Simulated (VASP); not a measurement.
VASP input:

**POSCAR**
```
Na2S
6.379930
  0.0000000000   0.5000000114   0.5000000114
  0.5000000114   0.0000000000   0.5000000114
  0.5000000114   0.5000000114   0.0000000000
Na S
2 1
direct
  0.2500000000   0.2500000000   0.2500000000
  0.7500000000   0.7500000000   0.7500000000
  1.0000000000   0.0000000000   1.0000000000
```

INCAR:
```
ALGO  =  Normal
EDIFF  =  1E-7
ENCUT  =  520
GGA  =  PS
ISIF  =  2
ISMEAR  =  0
LASPH  =  T
LCHARG  =  F
LREAL  =  F
LWAVE  =  F
NELM  =  100
PREC  =  Accurate
SIGMA  =  0.05
SYSTEM  =  Na2S
```

### KPOINTS
```
K-points
0
G
  6 6 6
```

POTCAR, in this order: Na_pv S (PBE.64 set). Program: vasp_std.

Question: Translate this PBEsol calculation to Quantum ESPRESSO's pw.x.

Answer: One equivalent input (not run):
```
&CONTROL
  calculation = 'scf'
  pseudo_dir = './pseudo'
  outdir = './out'
  tprnfor = .true.
  tstress = .true.
/
&SYSTEM
  ibrav = 0
  nat = 3
  ntyp = 2
  ecutwfc = 88
  occupations = 'smearing'
  smearing = 'gaussian'
  degauss = 0.003675
  input_dft = 'pbesol'
/
&ELECTRONS
  conv_thr = 7.3e-09
  electron_maxstep = 100
/
ATOMIC_SPECIES
  Na 22.990 Na.upf
  S 32.060 S.upf
CELL_PARAMETERS angstrom
     0.0000000    3.1899651    3.1899651
     3.1899651    0.0000000    3.1899651
     3.1899651    3.1899651    0.0000000
ATOMIC_POSITIONS crystal
  Na   0.2500000  0.2500000  0.2500000
  Na   0.7500000  0.7500000  0.7500000
  S    1.0000000  0.0000000  1.0000000
K_POINTS automatic
  6 6 6 0 0 0
```
Limits of the translation: the potentials are each code's own (VASP's PAW set, PseudoDojo norm-conserving files in pw.x), so ENCUT and ecutwfc are chosen apart and not converted; conv_thr bounds pw.x's estimated SCF error, while EDIFF bounds the energy change between steps.

The compound is Na2S in the antifluorite structure. This cell is one point of a volume scan, at 0.94 of the reference volume.
